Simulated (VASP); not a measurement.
A convergence study with VASP on CuI (zinc blende): one setting is varied, all else stays as given below, so the limit is that of these other settings.

```yaml
crystal:
  lattice:
    - [0.00000, 3.02500, 3.02500]
    - [3.02500, 0.00000, 3.02500]
    - [3.02500, 3.02500, 0.00000]
  atoms:
    - { symbol: Cu, position: [0.00000, 0.00000, 0.00000] }
    - { symbol: I, position: [0.25000, 0.25000, 0.25000] }
```

The numbers are results of PBE GGA, VASP's PBE PAW potentials (set 64) (plane waves; VASP 6.6.1), not measurements. The tightest run used: 600 eV cut-off, 7×7×7 Γ-centred mesh, Gaussian smearing of 0.010 eV, potentials Cu I.

Task: The settings run are ENCUT = 200; ENCUT = 300; ENCUT = 400; ENCUT = 500; ENCUT = 600. From which on does the highest Γ mode stay within 5 cm⁻¹ of the tightest run?

Result: From ENCUT = 300 on: it is off by 2.1 there and by no more than 5 in any finer run, while ENCUT = 200 is off by 9.3.
```tsv
setting	mean ε∞	highest Γ mode (cm⁻¹)	plane waves	difference judged (cm⁻¹)
ENCUT = 200	6.28	119.6	363	9.3
ENCUT = 300	6.73	126.8	663	2.1
ENCUT = 400	6.73	128.9	1014	0.0
ENCUT = 500	6.72	129.1	1420	0.2
ENCUT = 600	6.72	128.9	1868	0.0
```

Left out are rungs that failed or repeat a setting and relaxations that didn't move; long series are thinned to 24 rows.

The compound is CuI in the zinc blende structure. The cell was not relaxed at this level.
